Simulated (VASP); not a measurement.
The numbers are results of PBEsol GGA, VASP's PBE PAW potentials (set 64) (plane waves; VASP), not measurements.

Input for VASP

File KPOINTS:
```
Automatic
0
gamma
 9 9 9
```

### POSCAR
```
ZnS
1.0
  0.0000000000   2.5915524712   2.5915524712
  2.5915524712   0.0000000000   2.5915524712
  2.5915524712   2.5915524712   0.0000000000
Zn S
1 1
Cartesian
  0.0000000000   0.0000000000   0.0000000000
  1.2957762356   1.2957762356   1.2957762356
```

**INCAR**
```
ALGO=Normal
EDIFF=1E-6
EDIFFG=-0.02
ENCUT=500
GGA=PS
IBRION=2
ISIF=3
ISMEAR=0
LASPH=.True.
LCHARG=.False.
LMAXMIX=4
LREAL=.False.
LWAVE=.False.
NELM=100
NSW=40
PREC=Accurate
PSTRESS=100
SIGMA=0.05
SYSTEM=ZnS
```

POTCAR, in this order: Zn S (PBE.64 set). Program: vasp_std.

The resulting files:

File OSZICAR:
```
       N       E                     dE             d eps       ncg     rms          rms(c)
DAV:   1     0.889832003986E+02    0.88983E+02   -0.90778E+03   910   0.166E+03
DAV:   2    -0.195393779700E+01   -0.90937E+02   -0.86978E+02   990   0.289E+02
DAV:   3    -0.784067069853E+01   -0.58867E+01   -0.58572E+01  1140   0.739E+01
DAV:   4    -0.791629059295E+01   -0.75620E-01   -0.75591E-01  1015   0.873E+00
DAV:   5    -0.791732874103E+01   -0.10381E-02   -0.10381E-02  1115   0.105E+00    0.887E+00
DAV:   6    -0.750248562996E+01    0.41484E+00   -0.10877E+00  1139   0.435E+01    0.668E+00
DAV:   7    -0.748657894974E+01    0.15907E-01   -0.46598E-01   940   0.725E+00    0.311E+00
DAV:   8    -0.748296391045E+01    0.36150E-02   -0.71392E-03  1080   0.853E-01    0.878E-01
DAV:   9    -0.748249191103E+01    0.47200E-03   -0.11446E-03  1081   0.459E-01    0.120E-01
DAV:  10    -0.748254667377E+01   -0.54763E-04   -0.17438E-04  1048   0.153E-01    0.478E-02
DAV:  11    -0.748255592253E+01   -0.92488E-05   -0.32772E-05  1005   0.120E-01    0.658E-03
DAV:  12    -0.748255497332E+01    0.94921E-06   -0.65619E-06  1385   0.614E-02
   1 F= -.53098566E+01 E0= -.53098566E+01  d E =-.530986E+01
```

OUTCAR:
```
------------------------ aborting loop because EDIFF is reached ----------------------------------------
  FORCE on cell =-STRESS in cart. coord.  units (eV):
  Direction    XX          YY          ZZ          XY          YZ          ZX
  --------------------------------------------------------------------------------------
  Total        2.1680165      2.1680165      2.1680165      0.0000000      0.0000000      0.0000000
  in kB       99.7845145     99.7845145     99.7845145      0.0000000      0.0000000      0.0000000
  external PRESSURE =      -0.2154855 kB  Pullay stress =     100.0000000 kB
  volume of cell :       34.81
      direct lattice vectors                 reciprocal lattice vectors
     0.000000000  2.591552471  2.591552471    -0.192934546  0.192934546  0.192934546
     2.591552471  0.000000000  2.591552471     0.192934546 -0.192934546  0.192934546
     2.591552471  2.591552471  0.000000000     0.192934546  0.192934546 -0.192934546
  FREE ENERGIE OF THE ION-ELECTRON SYSTEM (eV)
  ---------------------------------------------------
  free  energy   TOTEN  =        -7.4825549733 eV

  energy  without entropy=       -7.4825549733  energy(sigma->0) =       -7.48255497
  enthalpy is  TOTEN    =        -5.3098566333 eV   P V=        2.1726983401

 reached required accuracy - stopping structural energy minimisation
```
(Selected blocks of OUTCAR.)

File OUTCAR:
```
 val. band max:        3.2748660218   @ k =   0.0000   0.0000   0.0000

 cond. band min:       5.8110175419   @ k =   0.0000   0.0000   0.0000


 Fermi energy:         3.5619867454

 k-point     1 :       0.0000    0.0000    0.0000
  band No.  band energies     occupation
      1     -10.8444      2.00000
      2      -3.6978      2.00000
      3      -3.6978      2.00000
      4      -3.6978      2.00000
      5      -3.0400      2.00000
      6      -3.0400      2.00000
      7       3.2749      2.00000
      8       3.2749      2.00000
      9       3.2749      2.00000
     10       5.8110      0.00000
     11       9.4584      0.00000
     12       9.4584      0.00000
     13       9.4584      0.00000

 k-point     2 :       0.1111    0.0000    0.0000
  band No.  band energies     occupation
      1     -10.7285      2.00000
      2      -3.7087      2.00000
      3      -3.6761      2.00000
      4      -3.6761      2.00000
      5      -3.0424      2.00000
      6      -3.0424      2.00000
      7       2.2479      2.00000
      8       3.1237      2.00000
      9       3.1237      2.00000
     10       6.5118      0.00000
     11       9.4378      0.00000
     12       9.7045      0.00000
     13       9.7045      0.00000

 k-point     3 :       0.2222    0.0000    0.0000
  band No.  band energies     occupation
      1     -10.4117      2.00000
      2      -3.7093      2.00000
      3      -3.6252      2.00000
      4      -3.6252      2.00000
      5      -3.0415      2.00000
      6      -3.0415      2.00000
      7       0.5173      2.00000
      8       2.7796      2.00000
      9       2.7796      2.00000
     10       6.9851      0.00000
     11      10.1047      0.00000
     12      10.1187      0.00000
     13      10.1187      0.00000

 k-point     4 :       0.3333    0.0000    0.0000
  band No.  band energies     occupation
      1     -10.0004      2.00000
      2      -3.6058      2.00000
      3      -3.5778      2.00000
...
```

The structure was generated: ZnS was put into the zinc blende type (F-43m), which need not be its known phase. It was relaxed first under an external pressure of 10 GPa.
